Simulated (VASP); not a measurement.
The system is Bi.

```xyz
2
Lattice="2.2675 1.3091 3.9380 -2.2675 1.3091 3.9380 0.0000 -2.6183 3.9380" Properties=species:S:1:pos:R:3 pbc="T T T"
Bi    0.0000    0.0000    2.7645
Bi    0.0000    0.0000    9.0495
```

* Program: VASP 6.6.1
* Task: relaxation of cell and atoms
* Functional: LDA
* Potentials or basis: VASP PAW LDA potentials, release 64 (Bi_d)
* Cutoff: 600 eV
* k mesh: 12 × 12 × 12
* Occupations: methfessel-paxton, width 0.1 eV
* Spin: no spin polarisation

At the start: pressure -1.3 GPa; volume 35.07 Å³/atom.

Question: How do energy, volume and symmetry change on relaxing?

Answer: Over 10 steps the energy falls by 8.4 meV/atom and the volume is 33.58 Å³/atom (-4.2 %); space group R-3m (No. 166, to 0.05 Å).

The path:
```csv
step,energy change (eV),largest force (eV/Å),pressure (GPa),volume (Å³)
1,0.0000,0.0920,-1.34,70.14
2,-0.0076,0.2527,0.78,67.21
3,-0.0093,0.2060,0.08,68.06
4,-0.0127,0.1375,0.07,67.80
5,-0.0158,0.0059,0.08,67.25
6,-0.0158,0.0050,0.02,67.20
7,-0.0165,0.0014,0.01,67.21
8,-0.0167,0.0002,-0.05,67.22
9,-0.0167,0.0080,0.08,67.06
10,-0.0167,0.0032,0.01,67.16
```

Final structure:
```
Bi
1.0
     2.24958    1.29879    3.83116
    -2.24958    1.29879    3.83116
     0.00000   -2.59759    3.83116
Bi
2
Direct
  0.23732 0.23732 0.23732
  0.76268 0.76268 0.76268
```
